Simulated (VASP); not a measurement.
A convergence study with VASP on Mo (bcc): one setting is varied, all else stays as given below, so the limit is that of these other settings. Each run relaxes cell and ions from the cell shown.

```xyz
1
Lattice="-1.5750 1.5750 1.5750 1.5750 -1.5750 1.5750 1.5750 1.5750 -1.5750" Properties=species:S:1:pos:R:3 pbc="T T T"
Mo     0.0000     0.0000     0.0000
```

These are PBE GGA, VASP's PBE PAW potentials (set 64) (plane waves; VASP) values and carry that method's errors. The tightest run used: 550 eV cut-off, 21×21×21 Γ-centred mesh, first-order Methfessel-Paxton smearing of 0.10 eV, potentials Mo_sv.

**Question.** The settings run are 2×2×2 mesh; 3×3×3 mesh; 4×4×4 mesh; 5×5×5 mesh; 6×6×6 mesh; 7×7×7 mesh; 8×8×8 mesh; 9×9×9 mesh; 10×10×10 mesh; 11×11×11 mesh; 12×12×12 mesh; 13×13×13 mesh; 15×15×15 mesh; 16×16×16 mesh; 17×17×17 mesh; 18×18×18 mesh; 19×19×19 mesh; 20×20×20 mesh; 21×21×21 mesh. From which on does the relaxed volume stay within 0.1 Å³/atom of the tightest run?

**Answer.** From 6×6×6 mesh on: it is off by 0.023 there and by no more than 0.1 in any finer run, while 5×5×5 mesh is off by 0.152.
| setting | relaxed volume (Å³/atom) | E (eV/atom) | irreducible k-points | difference judged (Å³/atom) |
|---|---|---|---|---|
| 2×2×2 mesh | 16.549 | -9.6456 | 3 | 0.733 |
| 3×3×3 mesh | 16.533 | -10.4018 | 4 | 0.717 |
| 4×4×4 mesh | 15.845 | -10.8990 | 8 | 0.029 |
| 5×5×5 mesh | 15.664 | -10.9591 | 10 | 0.152 |
| 6×6×6 mesh | 15.793 | -10.9996 | 16 | 0.023 |
| 7×7×7 mesh | 15.858 | -10.8958 | 20 | 0.042 |
| 8×8×8 mesh | 15.862 | -10.9130 | 29 | 0.046 |
| 9×9×9 mesh | 15.792 | -10.9491 | 35 | 0.024 |
| 10×10×10 mesh | 15.779 | -10.9181 | 47 | 0.038 |
| 11×11×11 mesh | 15.839 | -10.9094 | 56 | 0.022 |
| 12×12×12 mesh | 15.805 | -10.9498 | 72 | 0.011 |
| 13×13×13 mesh | 15.797 | -10.9358 | 84 | 0.020 |
| 15×15×15 mesh | 15.835 | -10.9323 | 120 | 0.019 |
| 16×16×16 mesh | 15.806 | -10.9402 | 145 | 0.011 |
| 17×17×17 mesh | 15.824 | -10.9376 | 165 | 0.008 |
| 18×18×18 mesh | 15.809 | -10.9335 | 195 | 0.007 |
| 19×19×19 mesh | 15.819 | -10.9351 | 220 | 0.003 |
| 20×20×20 mesh | 15.825 | -10.9369 | 256 | 0.008 |
| 21×21×21 mesh | 15.816 | -10.9332 | 286 | 0.000 |

Left out are rungs that failed or repeat a setting and relaxations that didn't move; long series are thinned to 24 rows.

The compound is Mo in the bcc structure.
